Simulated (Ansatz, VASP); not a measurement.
# Cross-check of WS2 between VASP and Ansatz, part 2 of 3

Wanted: the spread between two codes on one cell, functional and k mesh. The cell is taken from a series of runs on this material, whose earlier steps may have relaxed, scaled, displaced or heated it; both programs get it as it stands.

VASP 6.6.1 and Ansatz 0.2.0.

So far: Set-up; VASP: zone-centre phonons, PBEsol, pair 1.

**3. Ansatz: zone-centre phonons, PBEsol, pair 1**

Level of this step: Ansatz beside VASP: Kohn-Sham DFT, plane waves, PBEsol (Ansatz).

Ansatz runs on its PAW soft_1 files.

The same cell, functional and mesh now go to Ansatz, which takes its cutoff from its data sets.

input.yaml

```yaml
crystal:
  lattice:
    - [3.1458467052, 0.0, 0.0]
    - [-1.5729233526, 2.8606023211, 0.0]
    - [0.0, 0.0, 30.0]
  atoms:
    - { symbol: W, position: [0.335004188, 0.670008376, 0.3333333333] }
    - { symbol: S, position: [0.6658312393, 0.3316624785, 0.3846200241] }
    - { symbol: S, position: [0.6658312393, 0.3316624785, 0.2820466426] }
  periodic: [true, true, false]
kpoints:
  mp_grid: { grid: [12, 12, 1] }
hamiltonian:
  xc: pbesol
  pseudopotentials: { kind: paw, azcp: { folder: soft_1 }, xc_functional: pbe }
scf:
  occupations: { method: fixed }
output:
  eigenvalues: true
phonons:
  method: dfpt
```

Launch:

```
> ansatz run input.yaml --threads 4 --pin off --max-ram 16384MiB --backend cpu --events-out ev --progress --plain --runs-dir out
```

Numbers of over 12 decimals in the logs are rounded to 6 here.

Output:

```text
zone centre: on kpoints.mp_grid the ground state, and the responses unless they are solved on pairs of k-points, stand on 43 of the mesh's 144 k-points, reduced under 2 symmetry operations, with k and −k counted as one. Each operation leaves every solved displacement unchanged or reverses it
Engine: ansatz 0.2.0, aarch64-unknown-linux-gnu
Pseudopotentials: kind: paw
Pseudopotential: W, paw, valence charge 14, recommended cutoff 420 eV (normal), soft_1/W.paw.azcp
Pseudopotential: S, paw, valence charge 6, recommended cutoff 420 eV (normal), soft_1/S.paw.azcp
Functional definition: PBEsol
  exchange = pbesol_x
  correlation = pbesol_c
Crystal: 3 atoms, lattice volume = 269.970 Å³
Basis set: ecut = 420 eV, 5309 PW (Γ), exchange–correlation on 48×48×432 points (8 copies of the dense FFT grid, shifted against one another)
Bands: 17, of which v1, the nominal top of the filled ones, is band 13 counted from 1 (12 counted from 0)
Symmetry: 4 space group operations
k-points: 43 of 144 (irreducible under 2 space group operations, time reversal used)
Non-local potential: W, projectors of the file, l = 0: 3, l = 1: 2, l = 2: 2, l = 3: 1
Non-local potential: S, projectors of the file, l = 0: 2, l = 1: 2, l = 2: 1
PAW form: soft (Blöchl's): semilocal exchange-correlation on the pseudo side does not see the compensation charge
PAW frozen core: W, regenerated for the run's functional, and the local potential with it (the file was generated under x = pbe(κ = 0.804, μ = 0.219515), c = pbe(β = 0.066725))
PAW frozen core: S, regenerated for the run's functional, and the local potential with it (the file was generated under x = pbe(κ = 0.804, μ = 0.219515), c = pbe(β = 0.066725))
PAW one-centre angular grid: W, 590 points (default); XC on 64 Gauss nodes
PAW one-centre angular grid: S, 110 points (default); XC on 64 Gauss nodes
Initial density: superposition of atomic densities (neutral atoms: chi_scale 0, normalization atom)
Initial wavefunctions: pseudopotential atomic-orbital guess
Functional: x = pbesol(κ = 0.804, μ = 0.123457), c = pbesol(β = 0.046)
SCF iter   1: F=—  HF=-12030.399021 eV  |F-HF|=—  |Δ(HF+E_count)|=         —  Δρ=2.06e-2  dr2=1.27e0  ethr=3.10e-3  ⟨swp⟩=7.9  Hψ=5299  notcnv=0  defer=71
preconditioner: auto → none  [insulator: Δε(μ)=1.291 eV  Ē_g=8.952 eV  n_scr=16 (ndim 8)  ℏωp=9.6 eV  f_vac=0.762  ε∞_Penn≈2.1]
SCF iter   2: F=—  HF=-12030.027006 eV  |F-HF|=—  |Δ(HF+E_count)|=   3.72e-1  Δρ=9.19e-3  dr2=2.43e-1  ethr=3.10e-3  ⟨swp⟩=4.2  Hψ=2246  notcnv=0  defer=76
SCF iter   3: F=—  HF=-12030.037066 eV  |F-HF|=—  |Δ(HF+E_count)|=   1.01e-2  Δρ=7.13e-3  dr2=3.56e-1  ethr=9.35e-4  ⟨swp⟩=4.3  Hψ=1712  notcnv=0  defer=82
SCF iter   4: F=—  HF=-12029.979577 eV  |F-HF|=—  |Δ(HF+E_count)|=   5.75e-2  Δρ=3.07e-3  dr2=1.83e-2  ethr=9.35e-4  ⟨swp⟩=4.0  Hψ=1539  notcnv=0  defer=81
SCF iter   5: F=—  HF=-12029.977562 eV  |F-HF|=—  |Δ(HF+E_count)|=   2.01e-3  Δρ=5.45e-4  dr2=1.42e-3  ethr=7.04e-5  ⟨swp⟩=3.7  Hψ=1575  notcnv=0  defer=86
SCF iter   6: F=—  HF=-12029.977368 eV  |F-HF|=—  |Δ(HF+E_count)|=   1.94e-4  Δρ=1.36e-4  dr2=4.21e-5  ethr=5.47e-6  ⟨swp⟩=3.8  Hψ=1625  notcnv=0  defer=86
SCF iter   7: F=—  HF=-12029.977365 eV  |F-HF|=—  |Δ(HF+E_count)|=   2.70e-6  Δρ=2.72e-5  dr2=1.55e-6  ethr=1.62e-7  ⟨swp⟩=3.6  Hψ=1579  notcnv=0  defer=86
SCF iter   8: F=—  HF=-12029.977362 eV  |F-HF|=—  |Δ(HF+E_count)|=   3.23e-6  Δρ=5.66e-6  dr2=1.67e-7  ethr=5.96e-9  ⟨swp⟩=3.1  Hψ=1444  notcnv=0  defer=85
SCF iter   9: F=—  HF=-12029.977362 eV  |F-HF|=—  |Δ(HF+E_count)|=   1.92e-8  Δρ=6.25e-7  dr2=9.44e-10  ethr=6.42e-10  ⟨swp⟩=3.8  Hψ=1516  notcnv=0  defer=85
SCF iter  10: F=-12029.977362 eV  HF=-12029.977362 eV  |F-HF|=1.64e-11  |Δ(HF+E_count)|=  2.31e-10  Δρ=2.22e-7  dr2=8.17e-11  ethr=1.00e-12  ⟨swp⟩=24.2  Hψ=10214  notcnv=0
SCF 1 converged in 10 iterations: F = -12029.977362 eV  dr2 = 8.17e-11
  greatest PAW one-centre occupation: 0.999 electrons in one spin orbital (limit 2), on the W atom at site 0 (counted from 0), in its partial waves of l = 0
DFPT response loops at Γ: preconditioner auto → none (the input reference at scf.mixing.eps_inf says where Resta's filter doesn't serve); β = 0.50; Broyden in place of MSR1
SCF converged after 10 iterations
Free energy (F): -12029.977362 eV
Harris-Foulkes:  -12029.977362 eV  (|F-HF|=1.64e-11)
Internal energy: -12029.977362 eV  (E = F + TS)
E sigma→0 (E₀):  -12029.977362 eV
Fermi energy:    -5.662354 eV
--- Per-component energies (eV) ---
  E_band       = -624.585779
  E_kinetic    = 632.320592
  E_local      = -42915.769148  (includes V_loc(G=0)·N_el)
  E_nonlocal   = 46.725794
  E_hartree    = 21095.691114
  E_xc         = -441.637671
  E_vxc        = -395.913239  (∫ρ·V_xc dr)
  E_paw        = -9635.532020  (= ΣΔE_a)
  E_vpaw       = -183.332362  (= ΣTr[D̂ρ^β])
  E_aug_tail   = 0.000154  (compensation charges beyond the density's cutoff)
  E_ewald      = 19187.878068
  E_core_change = 0.345757  (= ΣΔE_core)
  E_smearing   = -0.000000  (= −TS)
  E_closure    = -0.000000  (closes the sum)
  Σ components = -12029.977362   (vs F -12029.977362, Δ=0.00e0)
--- Band table (eV; the first three rows and the last of 43) ---
  k-point 0: bands = [... 9 lower, -7.8427, -7.6338, -7.4128, -5.6624, -3.1603, -3.0113, -2.8642, -2.5094]
  k-point 1: bands = [... 9 lower, -8.3690, -7.5620, -7.2890, -5.7677, -3.2340, -3.2074, -2.6707, -2.6082]
  k-point 2: bands = [... 9 lower, -8.1687, -7.9166, -7.1905, -6.1427, -3.4948, -3.1099, -2.8389, -2.2076]
  k-point 42: bands = [... 9 lower, -9.3483, -9.0160, -7.5148, -6.6010, -3.3761, -2.4607, -2.3739, -0.8004]
--- Phonons (Γ-DFPT): 6 representative perturbations + reference, on 43 of 144 k-points (Σ response iterations 24) ---
  k mesh reduced under 2 symmetry operations, with k and −k counted as one. Each operation leaves every solved displacement unchanged or reverses it
  ASR residual: 1.125e-4 → 0.000e0 eV/Å²; symmetrization residual: 6.523e-6 eV/Å²
  ASR residual per site (eV/Å²): 1.12e-4 7.58e-5 7.58e-5
  Γ frequencies (cm⁻¹): 0.00 0.00 0.00 282.47 292.62 337.34 350.45 413.12 425.37
  non-analytic LO–TO correction: not included (Born effective charges unavailable; polar crystals: no LO–TO splitting at Γ)
```

Reading the cycles: dr2 is the Hartree energy of the density residual (eV), the measure of convergence; HF is the Harris–Foulkes estimate of the energy, which meets the free energy F at convergence.

**4. Side by side**

Known differences besides the potentials themselves: fixed occupations in Ansatz, narrow Gaussian smearing in VASP; Ansatz cuts the interaction across the vacuum, VASP repeats the sheet without a dipole correction; the data sets hold 26 valence electrons in Ansatz (on its PAW soft_1 files) and 18 in VASP; the cutoff is 420 eV in Ansatz and 600 eV in VASP; Ansatz makes its cores anew for this functional, VASP keeps those of its PBE data sets. Total energies have different zeros and are not compared.

Both answers:

| quantity | Ansatz | VASP | difference |
| --- | --- | --- | --- |
| optical mode 1 (cm⁻¹) | 282.5 | 284.2 | -0.61 % |
| optical mode 2 (cm⁻¹) | 292.6 | 294.4 | -0.60 % |
| optical mode 3 (cm⁻¹) | 337.3 | 339.2 | -0.55 % |
| optical mode 4 (cm⁻¹) | 350.4 | 352.5 | -0.57 % |
| optical mode 5 (cm⁻¹) | 413.1 | 416.8 | -0.88 % |
| optical mode 6 (cm⁻¹) | 425.4 | 427.4 | -0.47 % |

Modes are paired by rising frequency, not by their patterns, so a pair may set unlike modes beside each other; they are those without the splitting of longitudinal modes. Where the cell holds vacuum, a pressure given here is an average over it and none of the material.

**5. Ansatz: zone-centre phonons, PBEsol, pair 2**

Second derivatives magnify differences that forces hide, and they need a tight electronic threshold.

The cell is taken from a series of runs on this material, whose earlier steps may have relaxed, scaled, displaced or heated it; both programs get it as it stands.

input.yaml, the sections that differ from step 3:

```yaml
crystal:
  lattice:
    - [3.2402221063, 0.0, 0.0]
    - [-1.6201110531, 2.806114658, 0.0]
    - [0.0, 0.0, 30.0]
  atoms:
    - { symbol: W, position: [0.3333333333, 0.6666666667, 0.3333333333] }
    - { symbol: S, position: [0.6666666667, 0.3333333333, 0.3844553858] }
    - { symbol: S, position: [0.6666666667, 0.3333333333, 0.2822112809] }
  periodic: [true, true, false]
# kpoints, hamiltonian, scf, output, phonons: as in step 3
```

Output:

```text
[...]
Crystal: 3 atoms, lattice volume = 272.773 Å³
Basis set: ecut = 420 eV, 5441 PW (Γ), exchange–correlation on 48×48×432 points (8 copies of the dense FFT grid, shifted against one another)
Bands: 17, of which v1, the nominal top of the filled ones, is band 13 counted from 1 (12 counted from 0)
Symmetry: 12 space group operations
k-points: 43 of 144 (irreducible under 2 space group operations, time reversal used)
[...]
k-point 2: bands = [... 9 lower, -8.4922, -8.2087, -7.1210, -6.0397, -3.3551, -3.1580, -3.1349, -2.3672]
  k-point 42: bands = [... 9 lower, -9.2466, -9.1398, -7.5739, -6.4843, -3.4882, -2.8035, -2.3720, -0.8418]
[...]
ASR residual: 1.609e-4 → 0.000e0 eV/Å²; symmetrization residual: 1.192e-5 eV/Å²
  ASR residual per site (eV/Å²): 1.61e-4 4.26e-5 4.26e-5
  Γ frequencies (cm⁻¹): 0.00 0.00 0.00 286.65 286.65 342.19 342.19 411.58 422.38
[...]
[key lines of the parts left out:]
SCF converged after 12 iterations
Free energy (F): -12029.985540 eV
Fermi energy:    -5.617227 eV
```

**6. VASP: zone-centre phonons, PBEsol, pair 2**

The same cell, functional and mesh now go to VASP, with its own data sets.

INCAR

```
SYSTEM = WS2
PREC = Accurate
ENCUT = 600
EDIFF = 1E-08
NELM = 120
ISMEAR = 0
SIGMA = 0.01
LREAL = .FALSE.
ALGO = Normal
GGA = PS
NBANDS = 15
LASPH = .TRUE.
LORBIT = 11
LWAVE = .FALSE.
LCHARG = .FALSE.
ISIF = 2
IBRION = 8
GGA_COMPAT = .FALSE.
EFERMI = MIDGAP
NELMDL = -8
KPAR = 2
```

POSCAR

```
WS2
1.0
    3.2402221063      0.0000000000      0.0000000000
   -1.6201110531      2.8061146580      0.0000000000
    0.0000000000      0.0000000000     30.0000000000
W S
1 2
Direct
    0.3333333333      0.6666666667      0.3333333333
    0.6666666666      0.3333333334      0.3844553858
    0.6666666666      0.3333333334      0.2822112808
```

KPOINTS

```
Automatic mesh
0
Gamma
12 12 1
0 0 0
```

The projector-augmented-wave data sets are W and S (PBE family, release 64).

Launch:

```
> mpirun -np 2 vasp_std
```

Output:

```text
[banner, memory and clock lines left out]
running    2 mpi-ranks, on    1 nodes
[...]
[... a notice as in an earlier step ...]

 LDA part: xc-table for (Slater+PW92), standard interpolation
 POSCAR, INCAR and KPOINTS ok, starting setup
[...]
entering main loop
       N       E                     dE             d eps       ncg     rms          rms(c)
DAV:   1     0.147368678340E+03    0.14737E+03   -0.59944E+03   570   0.938E+02
DAV:   2    -0.648411262420E+01   -0.15385E+03   -0.14319E+03   996   0.167E+02
DAV:   3    -0.262399798915E+02   -0.19756E+02   -0.19543E+02   836   0.753E+01
DAV:   4    -0.266647200980E+02   -0.42474E+00   -0.42226E+00   731   0.139E+01
[...]
DAV:  28    -0.252184934680E+02   -0.60122E-07    0.49249E-10   558   0.741E-05    0.369E-05
DAV:  29    -0.252184934792E+02   -0.11188E-07    0.84273E-10   586   0.449E-05    0.197E-05
DAV:  30    -0.252184934878E+02   -0.85849E-08    0.87116E-10   488   0.307E-05
   1 F= -.25218493E+02 E0= -.25218493E+02  d E =0.000000E+00
[...]
RMM:  10    -0.938963949569E-01   -0.36784E-07    0.35757E-08  4185   0.754E-05    0.583E-06
RMM:  11    -0.938964176121E-01   -0.22655E-07   -0.79839E-08  4331   0.566E-05    0.345E-06
RMM:  12    -0.938964113077E-01    0.63044E-08    0.58069E-08  4077   0.528E-05    0.834E-07
 first order change of Fermi-energy   0.12397E-03
 force on displaced ion       2 direction 1 : -10.086  -0.000   0.000
 Linear response progress:
  Degree of freedom:   4/  4
       N       E                     dE             d eps       ncg     rms          rms(c)
RMM:   1    -0.157677248779E+00   -0.15768E+00    0.16841E-02  1330   0.214E+00
RMM:   2    -0.154314214495E+00    0.33630E-02   -0.32407E-03   928   0.423E-01    0.335E-01
RMM:   3    -0.154187777251E+00    0.12644E-03   -0.36994E-04   960   0.122E-01    0.241E-01
RMM:   4    -0.154306795241E+00   -0.11902E-03   -0.24191E-04   955   0.742E-02    0.424E-02
[...]
RMM:  14    -0.154313815768E+00   -0.68263E-07   -0.38727E-07  1092   0.117E-04    0.549E-05
RMM:  15    -0.154314014579E+00   -0.19881E-06   -0.10277E-07  1133   0.185E-04    0.392E-05
RMM:  16    -0.154314010888E+00    0.36908E-08   -0.88969E-09  1122   0.724E-05    0.377E-05
 first order change of Fermi-energy   0.33775E+00
 force on displaced ion       2 direction 3 :  -0.000   0.000 -18.031
 Linear response finished
```

OUTCAR, selected parts (step 6):

```text
  Total       -2.9824427     -2.9824427     -0.1177166     -0.0000000      0.0000000      0.0000000
  in kB      -17.5178680    -17.5178680     -0.6914281     -0.0000000      0.0000000      0.0000000
  external PRESSURE =     -11.9090547 kB  Pullay stress =       0.0000000 kB

 POSITION                                       TOTAL-FORCE (eV/Angst)
 -----------------------------------------------------------------------------------
     -0.00000      1.87074     10.00000         0.000000     -0.000000     -0.000000
      1.62011      0.93537     11.53366        -0.000000      0.000000     -0.035935
      1.62011      0.93537      8.46634        -0.000000      0.000000      0.035935
 -----------------------------------------------------------------------------------
    total drift:                                0.000000     -0.000000      0.000000

[... 2 further parts left out ...]
```

**7. Differences**

What differs besides the data sets and the points named for the pairs above, as far as they apply: the data sets hold 26 valence electrons in Ansatz (on its PAW soft_1 files) and 18 in VASP. Total energies have different zeros and are not compared.

The two programs side by side:

| quantity | Ansatz | VASP | difference |
| --- | --- | --- | --- |
| optical mode 1 to 2 (cm⁻¹) | 286.6 | 288.5 | -0.65 % |
| optical mode 3 to 4 (cm⁻¹) | 342.2 | 344.2 | -0.57 % |
| optical mode 5 (cm⁻¹) | 411.6 | 415.2 | -0.86 % |
| optical mode 6 (cm⁻¹) | 422.4 | 424.3 | -0.45 % |

Modes are paired by rising frequency, not by their patterns, so a pair may set unlike modes beside each other; they are those without the splitting of longitudinal modes. Where the cell holds vacuum, a pressure given here is an average over it and none of the material.

(Part 2 of 3 ends here.)

[Lines on the potential files, build, host, timing and source positions are cut from VASP's logs without a mark.]

[Logs are printed without paths, hosts, clocks, repeated set-up lines and the standing remarks that a program may print on its own settings, such as how far it seeks lower states.]

[Hosts, paths, dates, database ids (printed as entryN), source tags and the programs' standing remarks are cut or masked in the printed files.]
